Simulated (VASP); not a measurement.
Given:

```
PbO
1.0
    3.99376     0.00000     0.00000
    0.00000     3.99376     0.00000
    0.00000     0.00000     5.04136
Pb O
2 2
Direct
  0.50000   0.00000   0.76422
  0.00000   0.50000   0.23578
  0.50000   0.50000   0.00000
  0.00000   0.00000   0.00000
```

Level of theory: SCAN meta-GGA, VASP's PBE PAW potentials (set 64) (plane waves; VASP). Run with 520 eV cut-off, 6×6×5 Γ-centred mesh, tetrahedra with Blöchl corrections, potentials Pb_d O.

The path is coarsely sampled, so an indirect gap can come out somewhat too large. Unless said otherwise, spin-orbit coupling is left out, though it shifts the bands of the heavy elements here.

Q: Tabulate the total density of states (states/eV per cell) against energy (eV; zero at the valence-band maximum or, without a gap, the Fermi level).

A: 
```
E (eV) | DOS (states/eV)
    -9.91 |  0.00
    -9.57 |  0.00
    -9.11 |  0.00
    -8.76 |  0.00
    -8.41 | ##### 0.69
    -8.07 | ######################### 3.54
    -7.61 | ################ 2.20
    -7.26 | ######## 1.15
    -6.92 | ####### 1.03
    -6.46 | #### 0.61
    -6.11 | ### 0.38
    -5.76 | ## 0.25
    -5.42 | # 0.16
    -4.96 |  0.04
    -4.61 | ######## 1.08
    -4.27 | ########################## 3.64
    -3.81 | ####################### 3.20
    -3.46 | ################### 2.64
    -3.11 | # 0.20
    -2.77 | ##################### 2.92
    -2.31 | ######################### 3.61
    -1.96 | ############################## 4.24
    -1.62 | ################### 2.67
    -1.27 | ############################## 4.26
    -0.81 | ############### 2.12
    -0.46 | ##### 0.77
    -0.12 | ### 0.48
     0.34 |  0.00
     0.69 |  0.00
     1.03 |  0.00
     1.38 |  0.00
     1.84 | # 0.10
     2.18 | ## 0.34
     2.53 | ##### 0.76
     2.99 | ################### 2.67
     3.34 | ########################### 3.88
     3.68 | #################### 2.81
     4.03 | ### 0.41
     4.49 | ######## 1.12
     4.83 | ######### 1.29
```
Within 2 eV below the valence-band maximum the largest weight inside VASP's projection spheres is O p.

The compound is PbO in the litharge structure. It was relaxed first.
